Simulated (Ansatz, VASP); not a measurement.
# Cross-check of SnSe2 between VASP and Ansatz

One calculation is typed for both programs; each brings its own data sets and cutoff. How far apart do they land?

Program: Ansatz 0.2.0. Level of theory: plane waves, with VASP 6.6.1 beside it; band structure at PBE0. Results are calculated unless marked as measured.

## (1) The structure

It takes space group P-3m1 (No. 164, trigonal). The conventional cell has a = 3.811 Å, b = 3.811 Å, c = 6.136 Å, α = 90.00°, β = 90.00°, γ = 120.00°. Nearest to Sn lie 6 Se at 2.68 Å. Se has 3 Sn at 2.68 Å nearest. Farther neighbours and most contacts between anions are not listed.

## (2) VASP: band structure, PBE0

Levels along a path test the potential and the projectors away from the mesh points.

Lines of VASP's logs that name or quote its potential files are left out, and so is its time.

The run reads the wave functions of an earlier VASP run, which isn't shown here.

INCAR

```
SYSTEM = SnSe2
PREC = Accurate
ENCUT = 400
EDIFF = 1E-06
NELM = 100
ISMEAR = 0
SIGMA = 0.02
LREAL = .FALSE.
ALGO = Normal
LHFCALC = .TRUE.
AEXX = 0.25
GGA = PE
LASPH = .TRUE.
NBANDS = 19
PRECFOCK = Fast
HFRCUT = -1
LORBIT = 11
LWAVE = .FALSE.
LCHARG = .FALSE.
KPAR = 4
```

POSCAR

```
SnSe2
1.0
    3.8110000000      0.0000000000      0.0000000000
   -1.9055000000      3.3004228138      0.0000000000
    0.0000000000      0.0000000000      6.1360000000
Sn Se
1 2
Direct
    0.0000000000      0.0000000000      0.0000000000
    0.3333333333      0.6666666667      0.2490000000
    0.6666666667      0.3333333333      0.7510000000
```

KPOINTS

```
Automatic mesh
0
Gamma
4 4 3
0 0 0
```

KPOINTS_OPT

```
Line mode
6
Line-mode
Reciprocal
  0.00000000   0.00000000   0.00000000 GAMMA
  0.50000000   0.00000000   0.00000000 M

  0.50000000   0.00000000   0.00000000 M
  0.33333333   0.33333333   0.00000000 K

  0.33333333   0.33333333   0.00000000 K
  0.00000000   0.00000000   0.00000000 GAMMA

  0.00000000   0.00000000   0.00000000 GAMMA
  0.00000000   0.00000000   0.50000000 A

  0.00000000   0.00000000   0.50000000 A
  0.50000000   0.00000000   0.50000000 L

  0.50000000   0.00000000   0.50000000 L
  0.33333333   0.33333333   0.50000000 H

  0.33333333   0.33333333   0.50000000 H
  0.00000000   0.00000000   0.50000000 A

  0.50000000   0.00000000   0.50000000 L
  0.50000000   0.00000000   0.00000000 M

  0.33333333   0.33333333   0.00000000 K
  0.33333333   0.33333333   0.50000000 H
```

The projector-augmented-wave data sets are Sn_d and Se (PBE family, release 64).

On the command line:

```
mpirun -np 4 vasp_std
```

Numbers of over 12 decimals in the logs are rounded to 6 here.

The program printed:

```text
[banner, memory and clock lines left out]
running    4 mpi-ranks, on    1 nodes
 distrk:  each k-point on    1 cores,    4 groups
 distr:  one band on    1 cores,    1 groups

 POSCAR found type information on POSCAR SnSe
 POSCAR found :  2 types and       3 ions
 LDA part: xc-table for (Slater+PW92), standard interpolation
 found WAVECAR, reading the header
 POSCAR, INCAR and KPOINTS ok, starting setup
 FFT: planning ... GRIDC
 FFT: planning ... GRID_SOFT
 FFT: planning ... GRID
 HFRCUT set to (new)   9.598768
 reading WAVECAR
 the WAVECAR file was read successfully
 initial charge from wavefunction
 entering main loop
       N       E                     dE             d eps       ncg     rms          rms(c)
DAV:   1    -0.159488788080E+02   -0.15949E+02   -0.69746E-01   342   0.694E+00    0.208E+00
DAV:   2    -0.159626331890E+02   -0.13754E-01   -0.51027E-02   374   0.132E+00    0.139E+00
DAV:   3    -0.159608969703E+02    0.17362E-02   -0.42894E-03   498   0.464E-01    0.837E-01
DAV:   4    -0.159604095960E+02    0.48737E-03   -0.92404E-04   407   0.198E-01    0.474E-01
DAV:   5    -0.159602648804E+02    0.14472E-03   -0.16207E-04   375   0.990E-02    0.266E-01
DAV:   6    -0.159602068194E+02    0.58061E-04   -0.42345E-05   374   0.592E-02    0.146E-01
DAV:   7    -0.159601900325E+02    0.16787E-04   -0.19028E-05   375   0.323E-02    0.790E-02
DAV:   8    -0.159601859202E+02    0.41123E-05   -0.43279E-06   369   0.144E-02    0.444E-02
DAV:   9    -0.159601849899E+02    0.93026E-06   -0.77567E-07   189   0.720E-03
   1 F= -.15960185E+02 E0= -.15960185E+02  d E =-.162157E-40
 Start KPOINTS_OPT (optional k-point list driver)
k-point batch [1-9\54]
       N       E                     dE             ncg
DAV:   1     0.447591789146E+02   -0.43376E+04      351
DAV:   2    -0.186586708737E+04   -0.19106E+04      369
DAV:   3    -0.211903004103E+04   -0.25316E+03      391
DAV:   4    -0.213438975962E+04   -0.15360E+02      406
DAV:   5    -0.213477215352E+04   -0.38239E+00      448
DAV:   6    -0.213477929591E+04   -0.71424E-02      414
DAV:   7    -0.213477953881E+04   -0.24291E-03      499
DAV:   8    -0.213477954385E+04   -0.50305E-05      355
DAV:   9    -0.213477954410E+04   -0.25739E-06      288
[...]
k-point batch [46-54\54]
       N       E                     dE             ncg
DAV:   1    -0.171165966588E+03   -0.73834E+04      348
DAV:   2    -0.198715881315E+04   -0.18160E+04      353
DAV:   3    -0.219446623043E+04   -0.20731E+03      391
DAV:   4    -0.220314047823E+04   -0.86742E+01      423
DAV:   5    -0.220333640948E+04   -0.19593E+00      467
DAV:   6    -0.220334171684E+04   -0.53074E-02      470
DAV:   7    -0.220334198882E+04   -0.27198E-03      502
DAV:   8    -0.220334199199E+04   -0.31704E-05      417
DAV:   9    -0.220334199206E+04   -0.69249E-07      304
```

From OUTCAR (step 2):

```text
ion  position               nearest neighbor table
   1  0.000  0.000  0.000-   2 2.68   3 2.68   2 2.68   3 2.68   3 2.68   2 2.68
   2  0.333  0.667  0.249-   1 2.68   1 2.68   1 2.68
   3  0.667  0.333  0.751-   1 2.68   1 2.68   1 2.68

  LATTYP: Found a hexagonal cell.
 ALAT       =     3.8110000000
 C/A-ratio  =     1.6100760955

 Subroutine GETGRP returns: Found 12 space group operations
 (whereof 12 operations were pure point group operations)

The static configuration has the point symmetry D_3d.

 Found      9 irreducible k-points:

   k-points           NKPTS =      9   k-points in BZ     NKDIM =     48   number of bands    NBANDS=     19

   dimension x,y,z NGX =    28 NGY =   28 NGZ =   40
   dimension x,y,z NGXF=    56 NGYF=   56 NGZF=   80

   ENCUT  =  400.0 eV  29.40 Ry    5.42 a.u.   6.21  6.21 10.01*2*pi/ulx,y,z

   NELECT =      26.0000    total number of electrons

 k-points in reciprocal lattice and weights: Automatic mesh
   0.00000000  0.00000000  0.00000000       0.021
   0.25000000 -0.00000000  0.00000000       0.125
   0.50000000 -0.00000000  0.00000000       0.062
   0.25000000  0.25000000  0.00000000       0.125
   0.00000000  0.00000000  0.33333333       0.042
   0.25000000 -0.00000000  0.33333333       0.125
   0.00000000  0.25000000  0.33333333       0.125
   0.50000000 -0.00000000  0.33333333       0.125
   0.25000000  0.25000000  0.33333333       0.250

  exchange ACFDT corr.  =         0.00000000  see jH, gK, PRB 81, 115126

 average (electrostatic) potential at core
       1 -96.4103       2 -49.2361       3 -49.2361

 E-fermi :   3.4550

 k-point     1 :       0.0000    0.0000    0.0000
  band No.  band energies     occupation
    ...
      9       2.4759      2.00000
     10       2.4759      2.00000
     11       2.8506      2.00000
     12       2.8506      2.00000
     13       3.2700      2.00000
     14       5.8455      0.00000
     15       7.7902      0.00000
     16       9.6000      0.00000
     17       9.6000      0.00000
     18      13.1256      0.00000
    ...

 k-point     2 :       0.2500   -0.0000    0.0000
  band No.  band energies     occupation
    ...
      9      -0.6831      2.00000
     10       0.7482      2.00000
     11       1.0716      2.00000
     12       3.0345      2.00000
     13       3.1327      2.00000
     14       6.7826      0.00000
     15       8.8533      0.00000
     16      10.4309      0.00000
     17      10.7202      0.00000
     18      11.5775      0.00000
    ...

 k-point     3 :       0.5000   -0.0000    0.0000
  band No.  band energies     occupation
    ...
      9      -1.6420      2.00000
     10       0.0504      2.00000
     11       0.3127      2.00000
     12       2.0316      2.00000
     13       2.9545      2.00000
     14       5.7990      0.00000
     15       8.6656      0.00000
     16      10.2890      0.00000
     17      10.4749      0.00000
     18      12.4426      0.00000
    ...

  energy-cutoff  :      400.00
  volume of cell :       77.18
      direct lattice vectors                 reciprocal lattice vectors
     3.811000000  0.000000000  0.000000000     0.262398321  0.151495741  0.000000000
    -1.905500000  3.300422814  0.000000000     0.000000000  0.302991482  0.000000000
     0.000000000  0.000000000  6.136000000     0.000000000  0.000000000  0.162972621

 POSITION                                       TOTAL-FORCE (eV/Angst)
 -----------------------------------------------------------------------------------
      0.00000      0.00000      0.00000        -0.000000      0.000000      0.000000
     -0.00000      2.20028      1.52786        -0.000000      0.000000      0.239300
      1.90550      1.10014      4.60814         0.000000      0.000000     -0.239300
 -----------------------------------------------------------------------------------
    total drift:                               -0.000000     -0.000000     -0.000000

  FREE ENERGIE OF THE ION-ELECTRON SYSTEM (eV)
  ---------------------------------------------------
  free  energy   TOTEN  =       -15.9601849899 eV

  energy  without entropy=      -15.9601849899  energy(sigma->0) =      -15.96018499

 total charge
# of ion       s       p       d       tot
------------------------------------------
    1        1.027   1.069  10.131  12.227
    2        1.489   2.389   0.029   3.907
    3        1.489   2.389   0.029   3.907
--------------------------------------------------
tot          4.005   5.847  10.190  20.042

[... 3 further parts left out ...]
```

Spin-orbit coupling is off here; with elements this heavy it splits and shifts levels by tenths of an eV or more.

[end of part 1 of 2]

[Lines on the potential files, build, host, timing and source positions are cut from VASP's logs without a mark.]

[Logs are printed without paths, hosts, clocks, repeated set-up lines and the standing remarks that a program may print on its own settings, such as how far it seeks lower states.]

[Hosts, paths, dates, database ids (printed as entryN), source tags and the programs' standing remarks are cut or masked in the printed files.]
